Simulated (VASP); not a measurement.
Method: LDA (Ceperley-Alder, Perdew-Zunger), VASP's LDA PAW potentials (set 64) (plane waves; VASP 6.6.1).

VASP ran on this input.

### POSCAR
```
NiAl
1
    2.8095727245     0.0000000000     0.0000000000
    0.0000000000     2.8095727245     0.0000000000
    0.0000000000     0.0000000000     2.8095727245
Al Ni
1 1
Direct
  0.5000000000   0.5000000000   0.5000000000
  0.0000000000   0.0000000000   0.0000000000
```

File KPOINTS:
```
Automatic
0
G
13 13 13
```

**INCAR**
```
ALGO  =  Normal
EDIFF  =  1E-6
EDIFFG  =  -0.02
ENCUT  =  500
IBRION  =  2
ISIF  =  3
ISMEAR  =  1
LASPH  =  .TRUE.
LCHARG  =  .FALSE.
LMAXMIX  =  4
LREAL  =  .FALSE.
LWAVE  =  .FALSE.
NELM  =  100
NSW  =  40
PREC  =  Accurate
PSTRESS  =  100
SIGMA  =  0.1
SYSTEM  =  NiAl
```

POTCAR, in this order: Al Ni (LDA.64 set). Program: vasp_std.

Energy and stress use the plane-wave basis of the starting cell.

**Question.** Predict the energy per atom (σ→0), volume per atom, band gap (on the k-mesh).

**Answer.** 
- energy per atom (σ→0) = -587.1 kJ/mol-atom
- band gap (on the k-mesh) = none (metal, semimetal or under 0.01 eV)
- volume per atom = 10.84 Å^3/atom

File OSZICAR:
```
...
DAV:   1    -0.123318938510E+02   -0.20775E+00   -0.22177E+00  1808   0.300E+01    0.358E+00
DAV:   2    -0.124236439468E+02   -0.91750E-01   -0.48564E+00  1866   0.407E+01    0.393E+00
DAV:   3    -0.121747359851E+02    0.24891E+00   -0.18445E+00  1886   0.248E+01    0.659E-01
DAV:   4    -0.121696416993E+02    0.50943E-02   -0.12960E-02  1854   0.167E+00    0.167E-01
DAV:   5    -0.121693173699E+02    0.32433E-03   -0.88165E-04  2564   0.354E-01    0.392E-02
DAV:   6    -0.121693245018E+02   -0.71320E-05   -0.23118E-05  1728   0.562E-02    0.122E-02
DAV:   7    -0.121693254409E+02   -0.93905E-06   -0.72198E-07   968   0.959E-03
   3 F= -.10816368E+02 E0= -.10816368E+02  d E =-.792340E-02
```

The compound is NiAl in the CsCl type structure. This run relaxes it under an external pressure of 10 GPa. Symmetry was kept, so distortions that lower it aren't found. The run is not spin-polarised, so no magnetic state was tried. The electron count is odd and the run is not spin-polarised, which forces a metal.
